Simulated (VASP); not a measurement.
Energy against volume of SnTe (rock salt). Method: revPBE GGA, VASP's PBE PAW potentials (set 64) (plane waves; VASP). Settings: 520 eV cut-off, 7×7×7 Γ-centred mesh, Gaussian smearing of 0.050 eV, potentials Sn_d Te.

| V (Å³/atom) | E (eV/atom) |
|---|---|
| 32.658 | -3.47924 |
| 33.668 | -3.48317 |
| 34.678 | -3.48003 |
| 35.689 | -3.47088 |

**Question.** Fit these four points and predict the energy of the run at 31.648 Å³/atom.

**Answer.** A cubic in V^(−2/3), the third-order Birch-Murnaghan form, passes through the four points with V0 = 33.70 Å³/atom and B0 = 37 GPa, and gives -3.4670 eV/atom there. The run gave -3.4670 eV/atom, -0.0 meV/atom from the fit; all five points give B0 = 37 GPa.

The compound is SnTe in the rock salt structure, which distorts at low temperature. It was relaxed first, which changed the volume by +7 %.
